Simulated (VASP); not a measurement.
NaH (rock salt), at 1.04 of the tabulated volume:

```
NaH
1.0
    0.00000     2.47211     2.47211
    2.47211     0.00000     2.47211
    2.47211     2.47211     0.00000
Na H
1 1
Direct
  0.00000   0.00000   0.00000
  0.50000   0.50000   0.50000
```

The lowest empty band near L, direction along the valley's axis, from PBE with spin-orbit coupling in VASP (PAW); its two spin partners are averaged. The gap over the points computed is 3.66 eV, and the next band on that side lies 6.67 eV away at the edge.

Numerical set-up: 400 eV cut-off, 10×10×10 Γ-centred mesh, Gaussian smearing of 0.050 eV, potentials Na_pv H.

```json
[
 {"distance from the edge in k (1/Å)": "0.018", "distance in energy (meV)": "5.3"},
 {"distance from the edge in k (1/Å)": "0.025", "distance in energy (meV)": "10.1"},
 {"distance from the edge in k (1/Å)": "0.035", "distance in energy (meV)": "19.8"},
 {"distance from the edge in k (1/Å)": "0.050", "distance in energy (meV)": "40.3"},
 {"distance from the edge in k (1/Å)": "0.070", "distance in energy (meV)": "78.4"}
]
```

**Question.** Fit E(1 + αE) = ħ²k²/2m* (ħ²/2m0 = 3.810 eV Å²) and predict the row at 0.095 1/Å.

**Answer.** Least squares on the energies gives the electron mass m* = 0.235 m0 and α = 0.19 per eV, and so 142.7 meV. The run gave 143.0 meV, +0.3 meV from the fit.

Left out are points under 3 meV from the edge, since the levels carry 0.1 meV, and points farther than half the way to the next band.

The compound is NaH in the rock salt structure. The cell was not relaxed at this level.
